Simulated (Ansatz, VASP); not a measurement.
## SnGeAs2 (CuAu-ordered zincblende type (invented)) in two plane-wave programs

Wanted: the spread between two codes on one cell, functional and k mesh. The cell is generated by rule, not measured, and may not be a known phase. Of the first pair: The two relaxations start from unlike cells of this crystal (the structure described is Ansatz's start), so only their ends are compared.

Calculated with Ansatz 0.2.0; plane waves, with VASP 6.6.1 beside it; relaxation of cell and atoms at LDA.

## (1) Starting point

Symmetry: P-4m2, No. 115, tetragonal system. The conventional cell has a = 4.107 Å, b = 4.107 Å, c = 5.808 Å, α = 90.00°, β = 90.00°, γ = 90.00°. Nearest to Ge lie 4 As at 2.52 Å. Sn has 4 As at 2.52 Å nearest. Nearest to As lie 2 Ge at 2.52 Å and 2 Sn at 2.52 Å. Farther neighbours are not listed.

As a file:

```xyz
4
Lattice="4.1070 0.0000 0.0000 0.0000 4.1070 0.0000 0.0000 0.0000 5.8081" Properties=species:S:1:pos:R:3 pbc="T T T"
Ge    0.0000    0.0000    0.0000
Sn    2.0535    2.0535    2.9041
As    0.0000    2.0535    1.4520
As    2.0535    0.0000    4.3561
```

## (2) VASP: relaxation of cell and atoms, LDA, pair 1

The relaxed volume is the usual yardstick between codes: in a stiff, nearly cubic crystal its relative difference is about their pressure difference at one cell divided by the bulk modulus.

Lines of VASP's logs that name or quote its potential files are left out, and so is its time.

File INCAR:

```
SYSTEM = SnGeAs2
PREC = Accurate
ENCUT = 500
EDIFF = 1E-07
NELM = 120
ISMEAR = 0
SIGMA = 0.1
LREAL = .FALSE.
ALGO = Normal
GGA = CA
NBANDS = 25
LORBIT = 11
LWAVE = .FALSE.
LCHARG = .FALSE.
ISIF = 3
IBRION = 2
NSW = 80
EDIFFG = -0.005
LASPH = .TRUE.
GGA_COMPAT = .FALSE.
NELMIN = 4
KPAR = 2
```

File POSCAR:

```
SnGeAs2
1.0
    4.6957265941      0.0000000000      0.0000000000
    0.0000000000      4.6957265941      0.0000000000
    0.0000000000      0.0000000000      4.3948360698
Ge Sn As
1 1 2
Direct
    0.0000000000      0.0000000000      0.0000000000
    0.5000000000      0.5000000000      0.5000000000
    0.0000000000      0.5000000000      0.1990632140
    0.5000000000      0.0000000000      0.8009367860
```

File KPOINTS:

```
Automatic mesh
0
Gamma
6 6 4
0 0 0
```

The projector-augmented-wave data sets are Ge_d, Sn_d and As (LDA family, release 64).

Run with:

```sh
$ mpirun -np 2 vasp_std
```

Numbers of over 12 decimals in the logs are rounded to 6 here.

The log of the run:

```text
[banner, memory and clock lines left out]
running    2 mpi-ranks, on    1 nodes
 distrk:  each k-point on    1 cores,    2 groups
 distr:  one band on    1 cores,    1 groups

 POSCAR found type information on POSCAR GeSnAs
 POSCAR found :  3 types and       4 ions
 LDA part: xc-table for (Slater(with rela. corr.)+CA(PZ))
 , standard interpolation
 POSCAR, INCAR and KPOINTS ok, starting setup
 FFT: planning ... GRIDC
 FFT: planning ... GRID_SOFT
 FFT: planning ... GRID
 WAVECAR not read
 entering main loop
       N       E                     dE             d eps       ncg     rms          rms(c)
DAV:   1     0.299320275803E+03    0.29932E+03   -0.18383E+04  1670   0.254E+03
DAV:   2     0.262271986242E+02   -0.27309E+03   -0.26707E+03  1540   0.607E+02
DAV:   3    -0.181041702942E+02   -0.44331E+02   -0.43948E+02  1849   0.169E+02
DAV:   4    -0.200767853151E+02   -0.19726E+01   -0.19688E+01  1731   0.394E+01
DAV:   5    -0.201220262674E+02   -0.45241E-01   -0.45231E-01  1972   0.636E+00    0.446E+00
DAV:   6    -0.198628915885E+02    0.25913E+00   -0.47755E-01  2005   0.462E+00    0.264E+00
DAV:   7    -0.198227069530E+02    0.40185E-01   -0.15894E-01  2118   0.190E+00    0.758E-01
DAV:   8    -0.198178588391E+02    0.48481E-02   -0.20803E-02  1792   0.106E+00    0.168E-01
DAV:   9    -0.198175989613E+02    0.25988E-03   -0.29959E-03  1883   0.431E-01    0.787E-02
DAV:  10    -0.198175754726E+02    0.23489E-04   -0.29778E-04  1804   0.108E-01    0.507E-02
DAV:  11    -0.198175631338E+02    0.12339E-04   -0.89717E-05  2058   0.625E-02    0.908E-03
DAV:  12    -0.198175638145E+02   -0.68068E-06   -0.80022E-06  1711   0.180E-02    0.536E-03
DAV:  13    -0.198175638925E+02   -0.78011E-07   -0.69458E-07  1924   0.933E-03
   1 F= -.19817564E+02 E0= -.19811209E+02  d E =-.198176E+02
 curvature:   0.00 expect dE= 0.000E+00 dE for cont linesearch  0.000E+00
 trial: gam= 0.00000 g(F)=  0.491E-06 g(S)=  0.177E-04 ort = 0.000E+00 (trialstep = 0.100E+01)
 search vector abs. value=  0.181E-04
 bond charge predicted
       N       E                     dE             d eps       ncg     rms          rms(c)
DAV:   1    -0.198176265339E+02   -0.62719E-04   -0.13552E-03  1666   0.288E-01    0.397E-02
DAV:   2    -0.198175964859E+02    0.30048E-04   -0.47789E-05  1980   0.692E-02    0.243E-02
DAV:   3    -0.198175799591E+02    0.16527E-04   -0.24769E-05  2144   0.433E-02    0.239E-03
DAV:   4    -0.198175802250E+02   -0.26584E-06   -0.46044E-06  1737   0.177E-02    0.157E-03
DAV:   5    -0.198175802165E+02    0.84583E-08   -0.94371E-08  1197   0.261E-03
   2 F= -.19817580E+02 E0= -.19811219E+02  d E =-.163240E-04
 trial-energy change:   -0.000016  1 .order   -0.000016   -0.000018   -0.000014
 step:   2.2038(harm=  3.9112)  dis= 0.00024  next Energy=   -19.817589 (dE=-0.253E-04)
 bond charge predicted
       N       E                     dE             d eps       ncg     rms          rms(c)
DAV:   1    -0.198176598291E+02   -0.79604E-04   -0.19584E-03  1693   0.346E-01    0.477E-02
DAV:   2    -0.198176160403E+02    0.43789E-04   -0.68388E-05  2023   0.818E-02    0.293E-02
DAV:   3    -0.198175920980E+02    0.23942E-04   -0.35998E-05  2210   0.529E-02    0.291E-03
DAV:   4    -0.198175924775E+02   -0.37959E-06   -0.65701E-06  1708   0.207E-02    0.189E-03
DAV:   5    -0.198175924663E+02    0.11245E-07   -0.15016E-07  1401   0.317E-03
   3 F= -.19817592E+02 E0= -.19811227E+02  d E =-.285738E-04
 curvature:  -1.28 expect dE=-0.329E-05 dE for cont linesearch -0.309E-05
 trial: gam=-0.22319 g(F)=  0.111E-10 g(S)=  0.256E-05 ort = 0.661E-05 (trialstep = 0.124E+01)
 search vector abs. value=  0.514E-06
 reached required accuracy - stopping structural energy minimisation
```

Parts of OUTCAR (step 2):

```text
ion  position               nearest neighbor table
   1  0.000  0.000  0.000-   3 2.51   4 2.51   3 2.51   4 2.51
   2  0.500  0.500  0.500-   3 2.69   4 2.69   4 2.69   3 2.69
   3  0.000  0.500  0.199-   1 2.51   1 2.51   2 2.69   2 2.69
   4  0.500  0.000  0.801-   1 2.51   1 2.51   2 2.69   2 2.69

  LATTYP: Found a simple tetragonal cell.
 ALAT       =     4.6957265941
 C/A-ratio  =     0.9359224780

 Subroutine GETGRP returns: Found  8 space group operations
 (whereof  8 operations were pure point group operations)

The static configuration has the point symmetry D_2d.

 Found     30 irreducible k-points:

   k-points           NKPTS =     30   k-points in BZ     NKDIM =     30   number of bands    NBANDS=     25

   dimension x,y,z NGX =    36 NGY =   36 NGZ =   32
   dimension x,y,z NGXF=    72 NGYF=   72 NGZF=   64

   ENCUT  =  500.0 eV  36.75 Ry    6.06 a.u.   8.56  8.56  8.01*2*pi/ulx,y,z

   NELECT =      38.0000    total number of electrons

 k-points in reciprocal lattice and weights: Automatic mesh
   0.00000000  0.00000000  0.00000000       0.007
   0.16666667  0.00000000  0.00000000       0.028
   0.33333333  0.00000000  0.00000000       0.028
   0.50000000  0.00000000  0.00000000       0.014
   0.16666667  0.16666667  0.00000000       0.028
   0.33333333  0.16666667  0.00000000       0.056
   0.50000000  0.16666667  0.00000000       0.028
   0.33333333  0.33333333  0.00000000       0.028
   0.50000000  0.33333333  0.00000000       0.028
[...]
0.50000000  0.33333333  0.50000000       0.028
   0.50000000  0.50000000  0.50000000       0.007

 average (electrostatic) potential at core
       1 -74.7412       2-101.7280       3 -52.8063       4 -52.8063

 E-fermi :   5.4135

 k-point     1 :       0.0000    0.0000    0.0000
  band No.  band energies     occupation
    ...
     16       2.3541      2.00000
     17       3.6226      2.00000
     18       3.6226      2.00000
     19       4.0976      2.00000
     20       4.3169      2.00000
     21       6.3016      0.00000
     22       7.5294      0.00000
     23       8.8915      0.00000
     24       8.8915      0.00000
     25      10.9092      0.00000

 k-point     2 :       0.1667    0.0000    0.0000
  band No.  band energies     occupation
    ...
     16       1.1958      2.00000
     17       3.3008      2.00000
     18       4.0845      2.00000
     19       4.5523      2.00000
     20       5.1741      1.99929
     21       5.9314      0.00000
     22       7.5333      0.00000
     23       9.0381      0.00000
     24       9.1576      0.00000
     25      11.0265      0.00000

 k-point     3 :       0.3333    0.0000    0.0000
  band No.  band energies     occupation
    ...
     15       0.8647      2.00000
     16       1.7888      2.00000
     17       2.5584      2.00000
     18       3.8975      2.00000
     19       4.7370      2.00000
     20       6.1286      0.00000
     21       6.8404      0.00000
     22       8.0103      0.00000
     23       9.4988      0.00000
     24       9.5076      0.00000
    ...

  Total        0.0043019      0.0043019     -0.0132433      0.0000000      0.0000000      0.0000000
  in kB        0.0711248      0.0711248     -0.2189585      0.0000000      0.0000000      0.0000000
  external PRESSURE =      -0.0255697 kB  Pullay stress =       0.0000000 kB

  energy-cutoff  :      500.00
  volume of cell :       96.90
      direct lattice vectors                 reciprocal lattice vectors
     4.697668029  0.000000000  0.000000000     0.212871577  0.000000000  0.000000000
     0.000000000  4.697668029  0.000000000     0.000000000  0.212871577  0.000000000
     0.000000000 -0.000000000  4.391179477     0.000000000 -0.000000000  0.227729248

 POSITION                                       TOTAL-FORCE (eV/Angst)
 -----------------------------------------------------------------------------------
      0.00000     -0.00000      0.00000        -0.000000     -0.000000      0.000000
      2.34883      2.34883      2.19559         0.000000      0.000000      0.000000
      0.00000      2.34883      0.87436         0.000000      0.000000     -0.000011
      2.34883      4.69767      3.51682        -0.000000     -0.000000      0.000011
 -----------------------------------------------------------------------------------
    total drift:                                0.000000      0.000000      0.000000

  FREE ENERGIE OF THE ION-ELECTRON SYSTEM (eV)
  ---------------------------------------------------
  free  energy   TOTEN  =       -19.8175924663 eV

  energy  without entropy=      -19.8048605431  energy(sigma->0) =      -19.81122650

 reached required accuracy - stopping structural energy minimisation

 total charge
# of ion       s       p       d       tot
------------------------------------------
    1        1.242   1.040  10.042  12.324
    2        1.214   1.028  10.008  12.251
    3        1.271   1.465   0.040   2.776
    4        1.271   1.465   0.040   2.776
--------------------------------------------------
tot          4.998   4.998  20.131  30.127

[... 3 further parts left out ...]
```

The k-mesh is coarse for a metal. The run keeps the 8 symmetry operations of its start, so it cannot find a distortion of lower symmetry.

## (3) Ansatz: relaxation of cell and atoms, LDA, pair 1

Ansatz runs on its default PAW (the set named soft_2) files.

Its own start cell and the same functional (in two slightly different forms), mesh and smearing now go to Ansatz, which takes its cutoff from its data sets.

File input.yaml:

```yaml
crystal:
  lattice:
    - [4.10698, 0.0, 0.0]
    - [0.0, 4.10698, 0.0]
    - [0.0, 0.0, 5.80814]
  atoms:
    - { symbol: Ge, position: [0.0, 0.0, 0.0] }
    - { symbol: Sn, position: [0.5, 0.5, 0.5] }
    - { symbol: As, position: [0.0, 0.5, 0.25] }
    - { symbol: As, position: [0.5, 0.0, 0.75] }
kpoints:
  mp_grid: { grid: [6, 6, 4] }
hamiltonian:
  xc: lda
scf:
  occupations: { method: gaussian, width: 0.1 }
output:
  forces: true
  stress: true
  eigenvalues: true
relax:
  adjacent_minimum: "off"
  f_tol: 0.05
  max_steps: 80
  cell: { stress_tol: 0.5 }
```

Run with:

```sh
$ ansatz run input.yaml --threads 2 --pin off --max-ram 5120MiB --backend cpu --events-out ev --progress --plain --runs-dir out
```

The log of the run:

```text
The last accepted step is kept in <dir> (removed where the run ends without a failure and the disk answers)
Engine: ansatz 0.2.0, aarch64-unknown-linux-gnu
Pseudopotentials: kind: paw
Pseudopotential: Ge, paw, valence charge 14, recommended cutoff 420 eV (normal), Ge.paw.azcp
Pseudopotential: Sn, paw, valence charge 14, recommended cutoff 420 eV (normal), Sn.paw.azcp
Pseudopotential: As, paw, valence charge 15, recommended cutoff 420 eV (normal), As.paw.azcp
Functional definition: SPW92
  exchange = slater_x
  correlation = pw_c
Crystal: 4 atoms, lattice volume = 97.968 Å³
Basis set: ecut = 420 eV, 1923 PW (Γ)
Bands: 35, of which v1, the nominal top of the filled ones, is band 29 counted from 1 (28 counted from 0)
Symmetry: 8 space group operations
Space group: P-4m2 (ITA 115), of the structure as read, at distance tolerance 4.6e-5 Å
k-points: 30 of 144 (time reversal used)
Non-local potential: Ge, projectors of the file, l = 0: 2, l = 1: 2, l = 2: 3, l = 3: 1
Non-local potential: Sn, projectors of the file, l = 0: 2, l = 1: 2, l = 2: 2, l = 3: 2
Non-local potential: As, projectors of the file, l = 0: 2, l = 1: 2, l = 2: 3, l = 3: 1
PAW form: soft (Blöchl's): semilocal exchange-correlation on the pseudo side does not see the compensation charge
PAW frozen core: Ge, regenerated for the run's functional, and the local potential with it (the file was generated under x = pbe(κ = 0.804, μ = 0.219515), c = pbe(β = 0.066725))
PAW frozen core: Sn, regenerated for the run's functional, and the local potential with it (the file was generated under x = pbe(κ = 0.804, μ = 0.219515), c = pbe(β = 0.066725))
PAW frozen core: As, regenerated for the run's functional, and the local potential with it (the file was generated under x = pbe(κ = 0.804, μ = 0.219515), c = pbe(β = 0.066725))
PAW one-centre angular grid: Ge, 590 points (default); XC on 64 Gauss nodes
PAW one-centre angular grid: Sn, 590 points (default); XC on 64 Gauss nodes
PAW one-centre angular grid: As, 590 points (default); XC on 64 Gauss nodes
Initial density: superposition of atomic densities (neutral atoms: chi_scale 0, normalization atom), corrected by the library's trained network
Initial wavefunctions: pseudopotential atomic-orbital guess
Functional: x = slater, c = lda
SCF iter   1: F=—  HF=-19641.274661 eV  |F-HF|=—  |Δ(HF+E_count)|=         —  Δρ=4.74e-3  dr2=1.87e-2  ethr=1.77e-3  ⟨swp⟩=6.5  Hψ=4379  notcnv=0
preconditioner: auto → LDOS  [metal: Δε(μ)=0.069 eV  Ē_g=9.069 eV  σ=0.100 eV  W_gap=0.37  n_scr=28 (ndim 8)  ℏωp=15.9 eV  f_vac=0.036  D(μ)=2.65/eV (n_scr^D=20)  β→1.0]
SCF iter   2: F=—  HF=-19641.266965 eV  |F-HF|=—  |Δ(HF+E_count)|=   7.70e-3  Δρ=2.19e-3  dr2=3.39e-3  ethr=3.22e-5  ⟨swp⟩=2.0  Hψ=2276  notcnv=0  defer=23
SCF iter   3: F=—  HF=-19641.264876 eV  |F-HF|=—  |Δ(HF+E_count)|=   2.09e-3  Δρ=5.69e-4  dr2=3.36e-4  ethr=5.84e-6  ⟨swp⟩=2.0  Hψ=1887  notcnv=0  defer=23
SCF iter   4: F=—  HF=-19641.264741 eV  |F-HF|=—  |Δ(HF+E_count)|=   1.35e-4  Δρ=1.36e-4  dr2=3.99e-5  ethr=5.79e-7  ⟨swp⟩=2.0  Hψ=1894  notcnv=0  defer=23
SCF iter   5: F=—  HF=-19641.264721 eV  |F-HF|=—  |Δ(HF+E_count)|=   1.94e-5  Δρ=5.96e-5  dr2=4.09e-6  ethr=6.88e-8  ⟨swp⟩=2.0  Hψ=1895  notcnv=0  defer=23
SCF iter   6: F=—  HF=-19641.264719 eV  |F-HF|=—  |Δ(HF+E_count)|=   2.35e-6  Δρ=1.55e-5  dr2=2.39e-7  ethr=7.05e-9  ⟨swp⟩=2.0  Hψ=1890  notcnv=0  defer=23
SCF iter   7: F=-19641.264719 eV  HF=-19641.264719 eV  |F-HF|=9.46e-8  |Δ(HF+E_count)|=   3.91e-8  Δρ=5.84e-6  dr2=4.34e-8  ethr=1.72e-10  ⟨swp⟩=9.0  Hψ=4400  notcnv=0
SCF 1 converged in 7 iterations: F = -19641.264719 eV  dr2 = 4.34e-8
  greatest PAW one-centre occupation: 0.999 electrons in one spin orbital (limit 2), on the As atom at site 2 (counted from 0), in its partial waves of l = 2
relax step   1: F+E_penalty+E_count = -19641.26471883 eV  Δ(F+E_penalty+E_count) = +0.000e0 eV  max|allowed force component| = 1.084e0 eV/Å  Δτ_max = 0.0000 Å  P = +8.300 GPa  Ω = 97.968 Å³  (7 SCF iters, dr2 threshold 1.00e-7 eV, accepted)
[...]
relax step  11: F+E_penalty+E_count = -19641.94324525 eV  Δ(F+E_penalty+E_count) = -1.914e-2 eV  max|allowed force component| = 3.120e-2 eV/Å  Δτ_max = 0.0000 Å  P = +0.526 GPa  Ω = 96.848 Å³  stress off target by 8.27e-1 GPa  SCF on the basis re-selected at this cell (its energy is not comparable with the rows above)  (6 SCF iters)
[...]
relax step  12: F+E_penalty+E_count = -19641.94720567 eV  Δ(F+E_penalty+E_count) = -3.960e-3 eV  max|allowed force component| = 3.777e-4 eV/Å  Δτ_max = 0.0014 Å  P = +0.082 GPa  Ω = 96.723 Å³  energy of the carried Pulay correction = +2.179e-5 eV  (6 SCF iters, dr2 threshold 4.00e-7 eV, accepted)
[...]
relax step  13: F+E_penalty+E_count = -19641.94718969 eV  Δ(F+E_penalty+E_count) = +1.597e-5 eV  max|allowed force component| = 3.593e-4 eV/Å  Δτ_max = 0.0000 Å  P = +0.081 GPa  Ω = 96.723 Å³  stress off target by 1.23e-1 GPa  SCF on the basis re-selected at this cell (its energy is not comparable with the rows above)  (5 SCF iters)
basis re-selected at this cell: Δ(F+E_penalty+E_count) = +1.597e-5 eV, ΔP = -0.000 GPa vs the last step (what re-selecting the basis moved, of the pressure what is left beyond the Pulay correction that the steps carried, after the strain that the cell walked since its last selection, with what the two solves' SCF thresholds leave and, on support functions, any second-order correction that the steps lacked; it is no m [...]
SCF converged after 5 iterations
Free energy (F): -19641.947190 eV
Harris-Foulkes:  -19641.947190 eV  (|F-HF|=4.26e-10)
Internal energy: -19641.934448 eV  (E = F + TS)
E sigma→0 (E₀):  -19641.940819 eV
Entropy (-TS):   -0.012742 eV (-3.185 meV/atom)
Fermi energy:    9.243971 eV
--- Per-component energies (eV) ---
  E_band       = -751.724193
  E_kinetic    = 507.164136
  E_local      = -7028.086754  (includes V_loc(G=0)·N_el)
  E_nonlocal   = -939.063454
  E_hartree    = 3622.564305
  E_xc         = -612.421337
  E_vxc        = -323.150244  (∫ρ·V_xc dr)
  E_paw        = -9441.137019  (= ΣΔE_a)
  E_vpaw       = -213.717892  (= ΣTr[D̂ρ^β])
  E_aug_tail   = 0.000308  (compensation charges beyond the density's cutoff)
  E_ewald      = -5757.438315
  E_core_change = 6.483685  (= ΣΔE_core)
  E_smearing   = -0.012742  (= −TS)
  E_closure    = -0.000000  (closes the sum)
  Σ components = -19641.947190   (vs F -19641.947190, Δ=0.00e0)
--- Forces (eV/Å), atoms counted from 1 ---
  atom   1  Ge    -0.00000000    -0.00000000    -0.00000000
  atom   2  Sn    -0.00000000    -0.00000000     0.00000000
  atom   3  As     0.00000000     0.00000000    -0.00035934
  atom   4  As     0.00000000     0.00000000     0.00035934
  max |Σ_I F_I| component: 8.12e-16 eV/Å
--- Stress (GPa, compression-positive) ---
        0.123039       0.000000      -0.000000
        0.000000       0.123039       0.000000
       -0.000000       0.000000      -0.001853
  P = ⅓ Tr σ = 0.0814 GPa (0.814 kbar)
--- Band table (eV; the first three rows and the last of 30) ---
  k-point 0: bands = [... 25 lower, 6.1507, 7.4534, 7.4534, 7.9110, 8.1422, 10.1202, 11.3539, 12.7036, ... 2 higher]
  k-point 1: bands = [... 25 lower, 5.0042, 6.9942, 6.9942, 7.3177, 8.8427, 10.4769, 11.3050, 12.3918, ... 2 higher]
  k-point 2: bands = [... 25 lower, 5.0387, 6.2527, 6.2527, 7.5185, 7.8463, 10.9927, 11.8587, 12.5813, ... 2 higher]
  k-point 29: bands = [... 25 lower, 4.9226, 4.9226, 5.3941, 12.3913, 13.0472, 13.2454, 13.6372, 13.6372, ... 2 higher]
--- Relaxed structure (11 steps of the walk, 10 accepted, 2 SCFs on fresh bases) ---
  F+E_penalty+E_count = -19641.94718969 eV   max|allowed force component| = 3.593e-4 eV/Å   (the final SCF, on the basis selected at the relaxed cell)
  cell:  # Å, volume = 96.7234 Å³
    - [4.688163, 0, 0]
    - [0, 4.688163, 0.0]
    - [0, 0.0, 4.400744]
  atoms:
    - { symbol: Ge, position: [0, 0, -1.493355425296917e-19] }
    - { symbol: Sn, position: [0.5, 0.5, 0.5] }
    - { symbol: As, position: [0, 0.5, 0.199222] }
    - { symbol: As, position: [0.5, 0, 0.800778] }
```

## (4) Comparison

Known differences besides the potentials themselves: the two LDA forms differ slightly; the data sets hold 58 valence electrons in Ansatz (on its default PAW (the set named soft_2) files) and 38 in VASP; the cutoff is 420 eV in Ansatz and 500 eV in VASP; VASP's log shows a relativistic correction to its local exchange, Ansatz's none; Ansatz adds a Pulay correction to the stress that steers its cell, VASP none. Total energies have different zeros and are not compared.

The two programs side by side:

```tsv
quantity	Ansatz	VASP	difference
volume (Å³)	96.72	96.90	-0.19 %
edge a after relaxation, in the typed setting (Å)	4.688	4.698	-0.20 %
edge c after relaxation, in the typed setting (Å)	4.401	4.391	+0.22 %
```

(Continued in part 2 of 2.)

[Lines on the potential files, build, host, timing and source positions are cut from VASP's logs without a mark.]

[Logs are printed without paths, hosts, clocks, repeated set-up lines and the standing remarks that a program may print on its own settings, such as how far it seeks lower states.]

[Hosts, paths, dates, database ids (printed as entryN), source tags and the programs' standing remarks are cut or masked in the printed files.]
